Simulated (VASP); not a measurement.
VASP runs on La share one base input (PBE GGA, plane waves, VASP's PBE PAW potentials (set 64)) and change the settings named in each case.

File POSCAR:
```
La
3.7609530
  1.0000000000   0.0000000000   0.0000000000
 -0.4999998671   0.8660251803   0.0000000000
  0.0000000000   0.0000000000   6.1578275506
La
4
Direct
  0.3258030000   0.6679990000   0.3014200000
  0.6671710000   0.3355250000   0.4340100000
  0.3255570000   0.6639070000   0.5661230000
  0.6814700000   0.3325690000   0.6984470000
```

File KPOINTS:
```
Automatic
0
G
  7 7 1
0 0 0
```

INCAR:
```
SYSTEM = La
PREC = Accurate
ENCUT = 300
EDIFF = 1E-6
NELM = 100
ALGO = Normal
LREAL = .FALSE.
LASPH = .TRUE.
ISMEAR = 1
SIGMA = 0.05
GGA = PE
LMAXMIX = 6
LWAVE = .FALSE.
LCHARG = .FALSE.
ISIF = 2
```

POTCAR, in this order: La (PBE.64 set). Program: vasp_std.

```
change                                                                                         E(σ→0) (eV/atom)  largest force (eV/Å)  −TS (eV)
---------------------------------------------------------------------------------------------  ----------------  --------------------  --------
base run                                                                                                -4.5699                 0.397   -0.0031
EDIFF = 1E-09, ENCUT = 420, KPOINTS 10×10×1 Γ-centred mesh                                              -4.5742                 0.293    0.0010
EDIFF = 1E-03, ENCUT = 240, KPOINTS 2×2×1 Γ-centred mesh                                                -5.7557                 0.318   -0.0082
EDIFF = 1E-03, ENCUT = 210, GGA removed, KPOINTS 8×8×1 Γ-centred mesh, POTCAR La (LDA.64 set)           -5.1430                 0.455   -0.0022
EDIFF = 1E-03, ENCUT = 150, KPOINTS 8×8×1 Γ-centred mesh                                                -4.5024                 0.332   -0.0018
EDIFF = 1E-04, ENCUT = 210, ISMEAR = 0, SIGMA = 0.2, KPOINTS 4×4×1 Γ-centred mesh                       -4.4978                 0.262   -0.1909
ENCUT = 150, KPOINTS 2×2×1 Γ-centred mesh                                                               -5.6999                 0.286   -0.0084
```
 Energies of different potentials or functionals have different zeros.  The cell holds a wide vacuum, so values per volume refer to the whole cell.

Left out are runs that ran out of time, are held back, or changed the cell or the kind of run, fixed moments of cells without a moment, rows past the twelfth, gaps on odd meshes, pressures of charged cells and columns that move by less than the noise.

The cell is a sheet or thin cut with vacuum, built from a generated structure.
